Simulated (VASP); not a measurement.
TaSi2:

```
Ta Si
1.0
     4.78000    0.00000    0.00000
    -2.39000    4.13960    0.00000
     0.00000    0.00000    6.56400
Ta Si
3 6
Direct
  0.50000 0.00000 0.50000
  0.50000 0.50000 0.83333
  0.00000 0.50000 0.16667
  0.16665 0.33330 0.50000
  0.83335 0.16665 0.83333
  0.66670 0.83335 0.16667
  0.83335 0.66670 0.50000
  0.16665 0.83335 0.83333
  0.33330 0.16665 0.16667
```

| Quantity | Value |
| --- | --- |
| Program | VASP 6.6.1 |
| Task | relaxation of cell and atoms |
| Functional | LDA |
| Potentials or basis | VASP PAW LDA potentials, release 64 (Ta_pv, Si) |
| Cutoff | 600 eV |
| k mesh | 9 × 9 × 6 |
| Occupations | methfessel-paxton, width 0.1 eV |
| Spin | no spin polarisation |

At the start: pressure -4.0 GPa; volume 14.43 Å³/atom.

Q: Where does the relaxation end?

A: Over 10 steps the energy falls by 20.5 meV/atom and the volume is 14.09 Å³/atom (-2.4 %); space group P6_222 (No. 180, to 0.05 Å).

The path:
| step | energy change (eV) | largest force (eV/Å) | pressure (GPa) | volume (Å³) |
| --- | --- | --- | --- | --- |
| 1 | 0.0000 | 0.7146 | -4.05 | 129.88 |
| 2 | -0.0845 | 0.3794 | 6.34 | 123.15 |
| 3 | -0.1134 | 0.5162 | 2.61 | 125.32 |
| 4 | -0.1768 | 0.0191 | 0.35 | 126.47 |
| 5 | -0.1773 | 0.0276 | 0.51 | 126.37 |
| 6 | -0.1836 | 0.0127 | -0.56 | 127.18 |
| 7 | -0.1841 | 0.0164 | -0.33 | 127.00 |
| 8 | -0.1841 | 0.0091 | 0.38 | 126.58 |
| 9 | -0.1844 | 0.0131 | 0.01 | 126.80 |
| 10 | -0.1845 | 0.0050 | 0.01 | 126.80 |

Final structure:
```yaml
crystal:
  lattice:
    - [4.73755, 0.00000, 0.00000]
    - [-2.36877, 4.10284, 0.00000]
    - [0.00000, 0.00000, 6.52341]
  atoms:
    - { symbol: Ta, position: [0.50000, 0.00000, 0.50000] }
    - { symbol: Ta, position: [0.50000, 0.50000, 0.83333] }
    - { symbol: Ta, position: [0.00000, 0.50000, 0.16667] }
    - { symbol: Si, position: [0.15925, 0.31851, 0.50000] }
    - { symbol: Si, position: [0.84075, 0.15925, 0.83333] }
    - { symbol: Si, position: [0.68149, 0.84075, 0.16667] }
    - { symbol: Si, position: [0.84075, 0.68149, 0.50000] }
    - { symbol: Si, position: [0.15925, 0.84075, 0.83333] }
    - { symbol: Si, position: [0.31851, 0.15925, 0.16667] }
```
